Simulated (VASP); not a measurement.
# Lattice of Sb across functionals and dispersion corrections, part 2 of 3

Aim: relax Sb at several levels and hold each cell against experiment. LASPH is on for some levels and off for others; the table marks which. The start is a cell from a database of measured crystal structures.

VASP 6.6.1, plane waves and PAW; the level of theory is named at each step.

Still holding for the runs below: The k-mesh is coarse for a metal.

So far. Step 2 (Relaxation with PBE): It ends with a largest force of 0.006 eV/Å and a pressure of 0.00 GPa. The volume lies +6.5 % from that of the database's start. The conventional cell has a = 4.379 and c = 11.605 Å.

The database entry behind the starting cell differs from later determinations by our own check (c about 1.5 % short, from a theory paper), so it need not match the best structure at ambient conditions.

## 3. Relaxation with LDA

This step: LDA; plane waves and PAW (Sb) (VASP 6.6.1).

LDA, the lowest rung, knows the local density alone.

INCAR

```
SYSTEM = Sb
PREC = Accurate
ENCUT = 520
EDIFF = 1E-06
NELM = 100
ISMEAR = -1
SIGMA = 0.05
LREAL = .FALSE.
ALGO = Normal
GGA = CA
NBANDS = 11
LORBIT = 11
LWAVE = .FALSE.
LCHARG = .FALSE.
KPAR = 2
IBRION = 2
NSW = 60
ISIF = 3
EDIFFG = -0.01
```

POSCAR

```
Sb
1.0
    2.1682650000      1.2518483814      3.7015700000
   -2.1682650000      1.2518483814      3.7015700000
    0.0000000000     -2.5036967628      3.7015700000
Sb
2
Direct
    0.2231200000      0.2231200000      0.2231200000
    0.7768800000      0.7768800000      0.7768800000
```

KPOINTS

```
Automatic mesh
0
Gamma
6 6 6
0 0 0
```

Potentials, in the order of the species: Sb (PBE family, release 64).

Command:

```sh
$ mpirun -np 2 vasp_std
```

The program printed:

```text
[banner, memory and clock lines left out]
running    2 mpi-ranks, on    1 nodes
 distrk:  each k-point on    1 cores,    2 groups
 distr:  one band on    1 cores,    1 groups

 POSCAR found type information on POSCAR Sb
 POSCAR found :  1 types and       2 ions
|                                                                             |
|               ----> ADVICE to this user running VASP <----                  |
|                                                                             |
|     You enforced a specific xc type in the INCAR file but a different       |
|     [... a line on the potential file left out ...]
|     I HOPE YOU KNOW WHAT YOU ARE DOING!                                     |
|                                                                             |

 LDA part: xc-table for (Slater(with rela. corr.)+CA(PZ))
 , standard interpolation
 POSCAR, INCAR and KPOINTS ok, starting setup
 FFT: planning ... GRIDC
 FFT: planning ... GRID_SOFT
 FFT: planning ... GRID
 WAVECAR not read
 entering main loop
       N       E                     dE             d eps       ncg     rms          rms(c)
DAV:   1     0.359080452743E+02    0.35908E+02   -0.35934E+03   704   0.715E+02
DAV:   2    -0.741449792289E+01   -0.43323E+02   -0.41780E+02   900   0.114E+02
DAV:   3    -0.951456822503E+01   -0.21001E+01   -0.20930E+01   872   0.286E+01
DAV:   4    -0.953307380663E+01   -0.18506E-01   -0.18504E-01   776   0.324E+00
DAV:   5    -0.953330233751E+01   -0.22853E-03   -0.22853E-03   857   0.400E-01    0.308E+00
DAV:   6    -0.949918471640E+01    0.34118E-01   -0.14323E-02   758   0.593E-01    0.187E+00
DAV:   7    -0.948326379996E+01    0.15921E-01   -0.26855E-02   764   0.809E-01    0.100E-01
DAV:   8    -0.948315320317E+01    0.11060E-03   -0.16387E-03   791   0.255E-01    0.268E-02
DAV:   9    -0.948315745120E+01   -0.42480E-05   -0.68672E-05   833   0.536E-02    0.131E-02
DAV:  10    -0.948315816100E+01   -0.70980E-06   -0.36344E-06   801   0.120E-02
   1 F= -.94831582E+01 E0= -.94817940E+01  d E =-.948316E+01
 curvature:   0.00 expect dE= 0.000E+00 dE for cont linesearch  0.000E+00
 trial: gam= 0.00000 g(F)=  0.203E+00 g(S)=  0.877E-01 ort = 0.000E+00 (trialstep = 0.100E+01)
 search vector abs. value=  0.291E+00
 bond charge predicted
       N       E                     dE             d eps       ncg     rms          rms(c)
DAV:   1    -0.964828071827E+01   -0.16512E+00   -0.43797E+00   707   0.112E+01    0.126E+00
DAV:   2    -0.960256255721E+01    0.45718E-01   -0.19551E-01   776   0.256E+00    0.853E-01
DAV:   3    -0.957321231616E+01    0.29350E-01   -0.65731E-02   731   0.119E+00    0.130E-01
DAV:   4    -0.957295688736E+01    0.25543E-03   -0.16692E-03   802   0.292E-01    0.117E-01
DAV:   5    -0.957277012191E+01    0.18677E-03   -0.26611E-04   779   0.905E-02    0.163E-02
DAV:   6    -0.957276781174E+01    0.23102E-05   -0.17302E-05   764   0.267E-02    0.130E-02
DAV:   7    -0.957276771085E+01    0.10089E-06   -0.14472E-06   475   0.740E-03
   2 F= -.95727677E+01 E0= -.95713920E+01  d E =-.896095E-01
[... from here on, the cycles between the ionic steps are left out ...]
   3 F= -.95857601E+01 E0= -.95844056E+01  d E =-.102602E+00
   4 F= -.96381883E+01 E0= -.96371010E+01  d E =-.524281E-01
   5 F= -.96510877E+01 E0= -.96496846E+01  d E =-.653276E-01
   6 F= -.96513154E+01 E0= -.96498267E+01  d E =-.655553E-01
   7 F= -.96513142E+01 E0= -.96498020E+01  d E =-.655541E-01
   8 F= -.96521290E+01 E0= -.96506402E+01  d E =-.814747E-03
   9 F= -.96526309E+01 E0= -.96512366E+01  d E =-.131668E-02
 curvature:  -1.46 expect dE=-0.129E-02 dE for cont linesearch -0.468E-05
 trial: gam= 0.89759 g(F)=  0.128E-03 g(S)=  0.761E-03 ort = 0.540E-04 (trialstep = 0.752E+00)
 search vector abs. value=  0.172E-02
 bond charge predicted
       N       E                     dE             d eps       ncg     rms          rms(c)
DAV:   1    -0.965308736030E+01   -0.45549E-03   -0.17530E-02   761   0.710E-01    0.653E-02
DAV:   2    -0.965304327256E+01    0.44088E-04   -0.70116E-04   746   0.174E-01    0.426E-02
DAV:   3    -0.965297878905E+01    0.64484E-04   -0.16752E-04   779   0.626E-02    0.973E-03
DAV:   4    -0.965297812051E+01    0.66854E-06   -0.70666E-06   764   0.175E-02
  10 F= -.96529781E+01 E0= -.96516282E+01  d E =-.347235E-03
 trial-energy change:   -0.000347  1 .order   -0.000347   -0.000705    0.000011
 step:   0.7402(harm=  0.7402)  dis= 0.00182  next Energy=    -9.652978 (dE=-0.347E-03)
 reached required accuracy - stopping structural energy minimisation
```

Run time: 38 s. Hardware: 2 MPI ranks of AMD EPYC 9R45, shared host; peak memory 0.34 GiB; 75 s of CPU time.

OUTCAR, selected parts (step 3):

```text
The static configuration has the point symmetry D_3d.

 Found     32 irreducible k-points:

   NELECT =      10.0000    total number of electrons

 E-fermi :   7.2155

 k-point     1 :       0.0000    0.0000    0.0000
  band No.  band energies     occupation
      1      -5.6482      2.00000
      2       2.4365      2.00000
      3       5.1762      2.00000
      4       5.3508      2.00000
      5       5.3508      2.00000
      6       9.3772      0.00000
      7       9.9493      0.00000
      8       9.9493      0.00000
      9      12.2432      0.00000
     10      12.2432      0.00000
    ...

 k-point     2 :       0.1667   -0.0000    0.0000
  band No.  band energies     occupation
      1      -5.3387      2.00000
      2       1.1953      2.00000
      3       5.2131      2.00000
      4       5.3066      2.00000
      5       5.8659      2.00000
      6       9.0104      0.00000
      7       9.2172      0.00000
      8       9.2300      0.00000
      9      11.7266      0.00000
     10      12.3087      0.00000
    ...

  Total       -0.0107196     -0.0107196     -0.0086784      0.0000000     -0.0000000      0.0000000
  in kB       -0.2892957     -0.2892957     -0.2342083      0.0000000     -0.0000000      0.0000000
  external PRESSURE =      -0.2709332 kB  Pullay stress =       0.0000000 kB

  energy-cutoff  :      520.00
  volume of cell :       59.37
      direct lattice vectors                 reciprocal lattice vectors
     2.152143677  1.242540731  3.700098793     0.232326496  0.134133765  0.090087685
    -2.152143677  1.242540731  3.700098793    -0.232326496  0.134133765  0.090087685
    -0.000000000 -2.485081462  3.700098793     0.000000000 -0.268267530  0.090087685

 POSITION                                       TOTAL-FORCE (eV/Angst)
 -----------------------------------------------------------------------------------
     -0.00000      0.00000      2.60277        -0.000000     -0.000000      0.007324
     -0.00000      0.00000      8.49753         0.000000      0.000000     -0.007324
 -----------------------------------------------------------------------------------
    total drift:                               -0.000000     -0.000000     -0.000000

  FREE ENERGIE OF THE ION-ELECTRON SYSTEM (eV)
  ---------------------------------------------------
  free  energy   TOTEN  =        -9.6529781205 eV

  energy  without entropy=       -9.6502783496  energy(sigma->0) =       -9.65162824

 total charge
# of ion       s       p       d       tot
------------------------------------------
    1        1.228   1.159   0.036   2.423
    2        1.228   1.159   0.036   2.423
--------------------------------------------------
tot          2.457   2.317   0.072   4.846

[... 8 parts as in an earlier step ...]

[... 5 further parts left out ...]
```

The PAW data sets were made with PBE, though LDA sets exist; this is a small mismatch.

The steps of the relaxation:

```
step  energy less that of the first step (eV)  largest force (eV/Å)  pressure (GPa)  volume (Å³)
   1                                   0.0000                1.4505            2.92        60.28
   2                                  -0.0896                0.1446           -3.52        65.21
   3                                  -0.1026                0.4545           -2.07        63.85
   4                                  -0.1550                0.2021           -1.08        61.58
   5                                  -0.1679                0.0306           -0.25        59.97
   6                                  -0.1682                0.0114           -0.13        59.75
   7                                  -0.1682                0.0049           -0.09        59.67
   8                                  -0.1690                0.0174            0.05        59.47
   9                                  -0.1695                0.0364            0.26        59.18
  10                                  -0.1698                0.0073           -0.03        59.37
```

```
conventional cell, symmetrised  before   after  change
                         a (Å)   4.337   4.304  -0.7 %
                         b (Å)   4.337   4.304  -0.7 %
                         c (Å)  11.105  11.100  -0.0 %
              volume (Å³/atom)   30.14   29.68  -1.5 %
```

The atoms that moved most (Å, as changes of fractional coordinates times the final cell):

```
atom     dx     dy      dz  length
 Sb1  0.000  0.000   0.126   0.126
 Sb2  0.000  0.000  -0.126   0.126
```

Final coordinates:

```xyz
2
Lattice="2.1521 1.2425 3.7001 -2.1521 1.2425 3.7001 0.0000 -2.4851 3.7001" Properties=species:S:1:pos:R:3 pbc="T T T"
Sb    0.0000    0.0000    2.6028
Sb    0.0000    0.0000    8.4975
```

This step gave:

```yaml
free_energy_toten: -9.653 eV
energy_at_zero_smearing: -9.652 eV
fermi_energy: 7.215 eV
pressure: -0.02709 GPa
scf_cycles_over_all_ionic_steps: 57
```

It ends at 29.68 Å³/atom, -1.5 % from the start, with -0.03 GPa left. The conventional cell has a = 4.304 and c = 11.100 Å.

## 4. Relaxation with r2SCAN

This step: r2SCAN; plane waves and PAW (Sb) (VASP 6.6.1).

r2SCAN adds the kinetic-energy density, costs more than a GGA and is run with LASPH.

INCAR, as its differences from that of step 3:

```diff
@@ -9,3 +9,4 @@
 ALGO = Normal
-GGA = CA
+METAGGA = R2SCAN
+LASPH = .TRUE.
 NBANDS = 11
```

POSCAR is that of step 3.

KPOINTS is that of step 3.

Command:

```sh
$ mpirun -np 2 vasp_std
```

The program printed:

```text
[banner, memory and clock lines left out]
running    2 mpi-ranks, on    1 nodes
[...]
[... a notice as in an earlier step ...]

 LDA part: xc-table for (None), standard interpolation
 POSCAR, INCAR and KPOINTS ok, starting setup
[...]
entering main loop
       N       E                     dE             d eps       ncg     rms          rms(c)
DAV:   1    -0.560339760192E+01   -0.56034E+01   -0.37356E+03   704   0.744E+02
DAV:   2    -0.503147815754E+02   -0.44711E+02   -0.43124E+02   913   0.118E+02
DAV:   3    -0.524400098546E+02   -0.21252E+01   -0.21181E+01   878   0.293E+01
DAV:   4    -0.524578972098E+02   -0.17887E-01   -0.17886E-01   773   0.326E+00
[...]
DAV:   9    -0.512250622574E+02   -0.78581E-04   -0.41716E-04   809   0.129E-01    0.289E-02
DAV:  10    -0.512250603584E+02    0.18990E-05   -0.19941E-05   791   0.309E-02    0.913E-03
DAV:  11    -0.512250609585E+02   -0.60013E-06   -0.77682E-06   764   0.236E-02
   1 F= -.51225061E+02 E0= -.51223953E+02  d E =-.512251E+02
[... from here on, the cycles between the ionic steps are left out ...]
   2 F= -.51306697E+02 E0= -.51305295E+02  d E =-.816363E-01
   3 F= -.51375311E+02 E0= -.51374012E+02  d E =-.150251E+00
   4 F= -.51375353E+02 E0= -.51374059E+02  d E =-.150292E+00
   5 F= -.51404850E+02 E0= -.51403684E+02  d E =-.294972E-01
   6 F= -.51414228E+02 E0= -.51413077E+02  d E =-.388748E-01
   7 F= -.51414277E+02 E0= -.51413125E+02  d E =-.389246E-01
   8 F= -.51414311E+02 E0= -.51413183E+02  d E =-.336202E-04
   9 F= -.51414414E+02 E0= -.51413275E+02  d E =-.137069E-03
[...]
reached required accuracy - stopping structural energy minimisation
```

Elapsed: 3.4 min, on 2 MPI ranks; peak memory 0.43 GiB.

From OUTCAR (step 4):

```text
  Total        0.0030448      0.0030448      0.0052647      0.0000000     -0.0000000      0.0000000
  in kB        0.0767107      0.0767107      0.1326382      0.0000000     -0.0000000      0.0000000
  external PRESSURE =       0.0953532 kB  Pullay stress =       0.0000000 kB

 POSITION                                       TOTAL-FORCE (eV/Angst)
 -----------------------------------------------------------------------------------
     -0.00000      0.00000      2.68832        -0.000000     -0.000000      0.000226
     -0.00000      0.00000      8.96573         0.000000      0.000000     -0.000226
 -----------------------------------------------------------------------------------
    total drift:                                0.000000     -0.000000     -0.000000

  FREE ENERGIE OF THE ION-ELECTRON SYSTEM (eV)
  ---------------------------------------------------
  free  energy   TOTEN  =       -51.4144144742 eV

  energy  without entropy=      -51.4121357948  energy(sigma->0) =      -51.41327513

[... 2 parts as in an earlier step ...]

[... 2 further parts left out ...]
[key lines of the parts left out:]
E-fermi :   6.6674
```

The PAW data sets were made with PBE, which is usual practice but a small mismatch for other functionals. The electron count would fill whole bands, but the bands touch or overlap. That can be a semimetal, a small gap that the functional closes or, with several bands partly filled, an ordinary metal.

Relaxation path:

```
step  energy less that of the first step (eV)  largest force (eV/Å)  pressure (GPa)  volume (Å³)
   1                                   0.0000                1.5101            5.62        60.28
   2                                  -0.0816                0.2525           -4.24        69.98
   3                                  -0.1503                0.3708           -1.05        65.77
   4                                  -0.1503                0.3913           -0.94        65.66
   5                                  -0.1798                0.1822           -0.56        64.70
   6                                  -0.1892                0.0134           -0.21        63.85
   7                                  -0.1892                0.0284           -0.18        63.78
   8                                  -0.1893                0.0253            0.17        63.44
   9                                  -0.1894                0.0002            0.01        63.59
```

```
conventional cell, symmetrised  before   after  change
                         a (Å)   4.337   4.348  +0.3 %
                         b (Å)   4.337   4.348  +0.3 %
                         c (Å)  11.105  11.654  +4.9 %
              volume (Å³/atom)   30.14   31.80  +5.5 %
```

The atoms that moved most (Å, as changes of fractional coordinates times the final cell):

```
atom     dx     dy      dz  length
 Sb1  0.000  0.000   0.088   0.088
 Sb2  0.000  0.000  -0.088   0.088
```

The relaxed structure:

```cif
data_structure
_symmetry_space_group_name_H-M 'P 1'
_symmetry_Int_Tables_number 1
_cell_length_a 4.6251
_cell_length_b 4.6251
_cell_length_c 4.6251
_cell_angle_alpha 56.071
_cell_angle_beta 56.071
_cell_angle_gamma 56.071
_cell_volume 63.59
loop_
_atom_site_label
_atom_site_type_symbol
_atom_site_fract_x
_atom_site_fract_y
_atom_site_fract_z
_atom_site_occupancy
Sb1 Sb 0.23068 0.23068 0.23068 1
Sb2 Sb 0.76932 0.76932 0.76932 1
```

It ends at 31.80 Å³/atom, +5.5 % from the start, with 0.01 GPa left. The conventional cell has a = 4.348 and c = 11.654 Å.

(Part 2 of 3 ends here.)

[Lines on the potential files, build, host, timing and source positions are cut from VASP's logs without a mark.]

[Logs are printed without paths, hosts, clocks, repeated set-up lines and the standing remarks that a program may print on its own settings, such as how far it seeks lower states.]

[Hosts, paths, dates, database ids (printed as entryN), source tags and the programs' standing remarks are cut or masked in the printed files.]

[A measured line is paired with the nearest computed mode of its activity, which favours agreement.]

[In band tables of VASP the shares of atoms and orbitals are scaled to a sum of 1 inside the atoms' spheres.]
